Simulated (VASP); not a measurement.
Runs of VASP 6.6.1 on ZnS. The structure is cubic, space group F-43m (No. 216). Conventional cell: a = 5.404 Å, b = 5.404 Å, c = 5.404 Å, α = 90.00°, β = 90.00°, γ = 90.00°. Around Zn (site symmetry -43m) lie 4 S at 2.34 Å. S (site symmetry -43m) has 4 Zn at 2.34 Å as nearest neighbours. 

| k mesh | cutoff (eV) | mesh quality | gap on the mesh (eV) | pressure (GPa) |
| --- | --- | --- | --- | --- |
| 8 × 8 × 8 | 400 | not flagged | 2.11 | 1.5 |
| 4 × 4 × 4 | 520 | coarse | 2.11 | 2.2 |
| 12 × 12 × 12 | 520 | not flagged | 2.11 | 1.8 |
| 8 × 8 × 8 | 520 | not flagged | 2.11 | 1.8 |
| 8 × 8 × 8 | 700 | not flagged | 2.12 | 1.8 |
| 6 × 6 × 6 | 520 | not flagged | 2.11 | 1.8 |
| 14 × 14 × 14 | 520 | not flagged | 2.11 | 1.8 |
| 8 × 8 × 8 | 300 | not flagged | 2.11 | - |
| 8 × 8 × 8 | 450 | not flagged | 2.11 | (a) |
| 8 × 8 × 8 | 600 | not flagged | 2.12 | 1.8 |
| 8 × 8 × 8 | 350 | not flagged | 2.11 | 1.6 |

Alike in all rows: task single point; level PBE; potentials or basis VASP PAW PBE potentials, release 64 (Zn, S); no spin polarisation; cell as given; smearing gaussian 0.02 eV.

**Question.** Estimate the missing entries.

**Answer.** (a) 1.7.

Caveats: some runs use coarse meshes; the cutoff is under 1.25 times the usual one of these potentials, so pressure, stress and relaxed cells hold a basis-set (Pulay) error (some runs).

A k mesh can miss the band edges.

Not every run made on this cell is shown here.
